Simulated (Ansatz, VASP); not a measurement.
**CaHfI2: VASP beside Ansatz**

```
CELL_PARAMETERS angstrom
6.01356 0.00000 0.00000
0.00000 6.01356 0.00000
0.00000 0.00000 3.05043
ATOMIC_POSITIONS crystal
Ca 0.50000 0.50000 0.50000
Hf 0.00000 0.00000 0.00000
I 0.50000 0.00000 0.00000
I 0.00000 0.50000 0.00000
```

Alike in both runs: task relaxation of cell and atoms; functional PBE; k mesh 4 × 4 × 6; occupations gaussian, width 0.1 eV; no spin polarisation.

```csv
,VASP,Ansatz
version,VASP 6.6.1,Ansatz 0.2.0
potentials or method,"VASP PAW PBE potentials, release 64 (Ca_sv, Hf_pv, I)","scalar-relativistic, plane waves, PAW"
plane-wave cutoff (eV),600,420
valence electrons in the cell,34,70
```

Ansatz gave:

- gap on the k mesh at the Fermi level, each at its own relaxed structure (eV): none
- relaxed volume (Å³/atom): 30.08
- relaxed cell length with the largest relative difference (Å): 3.652
- energy change over the relaxation (meV/atom): -440

Question: What did VASP give for the same quantities?

Answer: gap on the k mesh at the Fermi level, each at its own relaxed structure (eV): none; relaxed volume (Å³/atom): 30.11; relaxed cell length with the largest relative difference (Å): 3.667; energy change over the relaxation (meV/atom): -442.

A gap of «none» marks a metal or a gap that the smearing closes. The two sets of potentials don't hold the same shells in valence.

Spin-orbit coupling is left out, which matters for the levels of Hf, I.
